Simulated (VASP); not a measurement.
GW runs with VASP on MgO (rock salt), on PBE orbitals with a Kohn-Sham gap of 4.74 eV on the mesh.

```yaml
crystal:
  lattice:
    - [0.00000, 2.10500, 2.10500]
    - [2.10500, 0.00000, 2.10500]
    - [2.10500, 2.10500, 0.00000]
  atoms:
    - { symbol: Mg, position: [0.00000, 0.00000, 0.00000] }
    - { symbol: O, position: [0.50000, 0.50000, 0.50000] }
```

Run with PREC = Normal, 500 eV cut-off, 4×4×4 Γ-centred mesh, Gaussian smearing of 0.010 eV, potentials Mg_sv_GW O_GW_new.

The mesh is coarse and the basis finite, so the quasiparticle values are not converged.

| run | level | NBANDS | ENCUTGW (eV) | QP gap (eV) | smallest direct QP gap (eV) |
|---|---|---|---|---|---|
| run 1 | G0W0@PBE, 1 step(s) | 64 | 150 | 7.17 | 7.17 |
| run 2 | G0W0@PBE, 1 step(s) | 160 | 200 | 7.34 | 7.34 |
| run 3 | evGW0@PBE, 4 step(s) | 160 | 200 | … | … |

Task: Complete the blanks.

Result: 
- run 3, QP gap (eV): 7.83
- run 3, smallest direct QP gap (eV): 7.83

Left out are failed runs and those that VASP or the mesh makes unfit.

The compound is MgO in the rock salt structure. The cell was not relaxed at this level.
